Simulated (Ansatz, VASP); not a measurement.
# Cross-check of SnTe2 between VASP and Ansatz, part 2 of 2

One calculation is typed for both programs; each brings its own data sets. How far apart do they land? The cell is invented: As first built, before any earlier steps moved the atoms (in the runner's words): Te for Se, Sn for Ge in the GeSe2 structure of space group I-42d. It may not be a known or stable phase. The cell is taken from a series of runs on this material, whose earlier steps may have relaxed, scaled, displaced or heated it; both programs get it as it stands.

VASP 6.6.1 and Ansatz 0.2.0.

So far. Step 2 (VASP: single point, PBE, pair 1): The run ends at a pressure of 0.01 GPa, with forces up to 0.0051 eV/Å.

### Step 5. Ansatz: single point, PBE, pair 2

Level of this step: Ansatz beside VASP: Kohn-Sham DFT, plane waves, PBE (Ansatz).

A single point gives forces, pressure and levels at one fixed geometry, so differences don't come from the geometry; what else differs is listed under the comparison.

The cell is taken from a series of runs on this material, whose earlier steps may have relaxed, scaled, displaced or heated it; both programs get it as it stands.

input.yaml reads:

```yaml
crystal:
  lattice:
    - [-3.2968580285, 3.2968580285, 5.749573251]
    - [3.2968580285, -3.2968580285, 5.749573251]
    - [3.2968580285, 3.2968580285, -5.749573251]
  atoms:
    - { symbol: Sn, position: [0.75, 0.25, 0.5] }
    - { symbol: Sn, position: [0.0, 0.0, 0.0] }
    - { symbol: Te, position: [0.6098928518, 0.625, 0.4848928518] }
    - { symbol: Te, position: [0.375, 0.8598928518, -0.0151071482] }
    - { symbol: Te, position: [0.875, 0.3901071482, 1.0151071482] }
    - { symbol: Te, position: [0.1401071482, 0.125, 0.5151071482] }
kpoints:
  mp_grid: { grid: [6, 6, 6] }
  band_path: { path: [VBM, CBM], npoints: 30 }
scf:
  occupations: { method: fixed }
hamiltonian:
  xc: pbe
output:
  eigenvalues: true
  write_potential: true
  write_density: true
  volumetric_format: npy
```

Command:

```bash
> ansatz run input.yaml --threads 2 --pin off --max-ram 4096MiB --backend cpu --events-out ev --progress --plain --runs-dir out
```

Numbers of over 12 decimals in the logs are rounded to 6 here.

The program printed:

```text
[...]
Crystal: 6 atoms, lattice volume = 249.975 Å³
Basis set: ecut = 420 eV, 4923 PW (Γ)
Bands: 56, of which v1, the nominal top of the filled ones, is band 46 counted from 1 (45 counted from 0)
Symmetry: 8 space group operations
[...]
k-points: 30 of 216 (time reversal used)
[...]
--- Band table (eV; the first three rows and the last of 30) ---
  k-point 0: bands = [... 42 lower, 3.6469, 5.1728, 5.1728, 5.4305, 6.3543, 6.6335, 7.3058, 8.6529, ... 6 higher]
  k-point 1: bands = [... 42 lower, 3.8559, 4.5966, 5.1259, 5.1434, 6.7799, 6.8131, 7.7673, 8.5414, ... 6 higher]
  k-point 2: bands = [... 42 lower, 4.2952, 4.5180, 4.8737, 5.1203, 6.7029, 6.7061, 8.1879, 8.6911, ... 6 higher]
  k-point 29: bands = [... 42 lower, 3.8522, 3.8522, 4.8642, 4.8642, 6.1296, 6.1296, 7.5508, 7.5508, ... 6 higher]
[key lines of the parts left out:]
SCF converged after 7 iterations
Free energy (F): -39968.813656 eV
Fermi energy:    5.430462 eV
```

### Step 6. VASP: single point, PBE, pair 2

The same cell, functional and mesh now go to VASP, with its own data sets.

INCAR reads:

```
SYSTEM = SnTe2
PREC = Accurate
ENCUT = 400
EDIFF = 1E-06
NELM = 120
ISMEAR = 0
SIGMA = 0.01
LREAL = .FALSE.
ALGO = Normal
GGA = PE
NBANDS = 32
LORBIT = 11
LWAVE = .FALSE.
LCHARG = .FALSE.
ISIF = 2
LASPH = .TRUE.
GGA_COMPAT = .FALSE.
EFERMI = MIDGAP
KPAR = 2
```

POSCAR reads:

```
SnTe2
1.0
   -3.2968580285      3.2968580285      5.7495732510
    3.2968580285     -3.2968580285      5.7495732510
    3.2968580285      3.2968580285     -5.7495732510
Sn Te
2 4
Direct
    0.7500000000      0.2500000000      0.5000000000
    0.0000000000      0.0000000000      0.0000000000
    0.6098928518      0.6250000000      0.4848928518
    0.3750000000      0.8598928518      0.9848928518
    0.8750000000      0.3901071482      0.0151071482
    0.1401071482      0.1250000000      0.5151071482
```

KPOINTS reads:

```
Automatic mesh
0
Gamma
6 6 6
0 0 0
```

The projector-augmented-wave data sets are Sn_d and Te (PBE family, release 64).

Command:

```bash
> mpirun -np 2 vasp_std
```

The program printed:

```text
[... set-up lines as in an earlier step ...]
 entering main loop
       N       E                     dE             d eps       ncg     rms          rms(c)
DAV:   1     0.380334981456E+03    0.38033E+03   -0.19565E+04  1928   0.133E+03
DAV:   2     0.270803608661E+02   -0.35325E+03   -0.34531E+03  2032   0.330E+02
DAV:   3    -0.191007882541E+02   -0.46181E+02   -0.45465E+02  2384   0.132E+02
DAV:   4    -0.210509704635E+02   -0.19502E+01   -0.19437E+01  2216   0.306E+01
[...]
DAV:  12    -0.208107034078E+02   -0.54758E-05   -0.86065E-06  2208   0.166E-02    0.309E-02
DAV:  13    -0.208107051393E+02   -0.17315E-05   -0.37158E-06  1896   0.108E-02    0.631E-03
DAV:  14    -0.208107056159E+02   -0.47665E-06   -0.84034E-07  1368   0.443E-03
   1 F= -.20810706E+02 E0= -.20810706E+02  d E =0.000000E+00
```

Parts of OUTCAR (step 6):

```text
  Total       -0.0061041     -0.0061041      0.0352453      0.0000000      0.0000000      0.0000000
  in kB       -0.0391235     -0.0391235      0.2258995      0.0000000      0.0000000      0.0000000
  external PRESSURE =       0.0492175 kB  Pullay stress =       0.0000000 kB

 POSITION                                       TOTAL-FORCE (eV/Angst)
 -----------------------------------------------------------------------------------
      0.00000      3.29686      2.87479        -0.000000     -0.000000      0.000000
      0.00000      0.00000      0.00000        -0.000000     -0.000000      0.000000
      1.64843      1.54882      4.31218        -0.000000     -0.008823      0.000000
      4.84567      1.64843      1.43739        -0.008823     -0.000000      0.000000
     -1.54882      1.64843      7.18697         0.008823     -0.000000     -0.000000
      1.64843      1.74804     -1.43739        -0.000000      0.008823     -0.000000
 -----------------------------------------------------------------------------------
    total drift:                                0.000003      0.000003      0.000005

  FREE ENERGIE OF THE ION-ELECTRON SYSTEM (eV)
  ---------------------------------------------------
  free  energy   TOTEN  =       -20.8107056159 eV

  energy  without entropy=      -20.8107056159  energy(sigma->0) =      -20.81070562

[... 3 further parts left out ...]
[key lines of the parts left out:]
E-fermi :   3.6540
```

The run ends at a pressure of 0.00 GPa, with forces up to 0.0088 eV/Å.

### Step 7. Side by side

What differs besides the data sets and the points named for the pairs above, as far as they apply: the data sets hold 92 valence electrons in Ansatz (on its default PAW (the set named soft_2) files) and 52 in VASP. Total energies have different zeros and are not compared.

Compared:

```tsv
quantity	Ansatz	VASP	difference
gap on the k mesh (eV)	0.699	0.705	-0.006
```

A gap on the mesh is an upper bound, since the band edges may lie between its points.

### Step 8. What came out

- difference in gap on the k mesh (single point, PBE, pair 1): -0.0059 eV
- difference in gap on the k mesh (single point, PBE, pair 2): -0.0058 eV

The difference in gap on the k mesh is -0.0059 eV (single point, PBE, pair 1), within the 0.08 eV picked in this series as the mark of a large difference. The data sets hold unlike numbers of valence electrons (92 in Ansatz and 52 in VASP), so part of the differences comes from the potentials. How closely two codes agree says nothing of how well the functional describes the real material.

[Lines on the potential files, build, host, timing and source positions are cut from VASP's logs without a mark.]

[Logs are printed without paths, hosts, clocks, repeated set-up lines and the standing remarks that a program may print on its own settings, such as how far it seeks lower states.]

[Hosts, paths, dates, database ids (printed as entryN), source tags and the programs' standing remarks are cut or masked in the printed files.]
